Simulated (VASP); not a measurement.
An input for Ansatz (written as the equivalent of a VASP run, and not itself run):

Ansatz 0.2 input:
```yaml
crystal:
  lattice:
    - [2.7546579, 0.0000000, 0.0000000]
    - [0.0000000, 2.7546579, 0.0000000]
    - [0.0000000, 0.0000000, 2.7546579]
  atoms:
    - { symbol: Al, position: [0.5000000, 0.5000000, 0.5000000] }
    - { symbol: Co, position: [0.0000000, 0.0000000, 0.0000000] }
kpoints:
  mp_grid: { grid: [13, 13, 13] }
hamiltonian:
  xc: lda
  pseudopotentials: { kind: paw }
scf:
  occupations: { method: methfessel_paxton, width: 0.1 }
  max_iter: 100
relax:
  max_steps: 40
  f_tol: 0.02
  cell: { p_target: 10 }
output: { forces: true, stress: true, eigenvalues: true }
```

### Question
Write the VASP files for the same calculation (LDA).

### Answer
Several could match; the one computed here: 
### POSCAR
```
CoAl
1
    2.7546578650     0.0000000000    -0.0000000000
   -0.0000000000     2.7546578650    -0.0000000000
    0.0000000000     0.0000000000     2.7546578650
Al Co
1 1
Direct
  0.5000000000   0.5000000000   0.5000000000
  0.0000000000   0.0000000000   0.0000000000
```

### INCAR
```
SIGMA = 0.1
EDIFF = 1E-6   # SCF stop (eV)
LASPH = .True.
IBRION = 2
LREAL = .False.
EDIFFG = -0.02
ISMEAR = 1   # Methfessel-Paxton
PREC = Accurate
ISIF = 3
SYSTEM = CoAl
LCHARG = .False.
NELM = 100
LMAXMIX = 4   # l cut-off of mixed one-centre charges
NSW = 40
PSTRESS = 100   # kbar
LWAVE = .False.
ENCUT = 500   # plane-wave cut-off (eV)
ALGO = Normal
```

KPOINTS:
```
Automatic mesh
0
Gamma
13 13 13
0 0 0
```

POTCAR, in this order: Al Co (LDA.64 set). Program: vasp_std.

What does not carry over: each code has its own PAW files, so the cut-off isn't converted (ENCUT is set for VASP's; basis.ecutwfc is left out, and Ansatz then takes the one that its files recommend); Ansatz stops its SCF on the density residual and VASP on the energy change (EDIFF); Ansatz's lda is the Perdew-Wang form, while the LDA potentials of VASP carry Perdew-Zunger's.

The compound is CoAl in the CsCl type structure. It was relaxed first under an external pressure of 10 GPa.
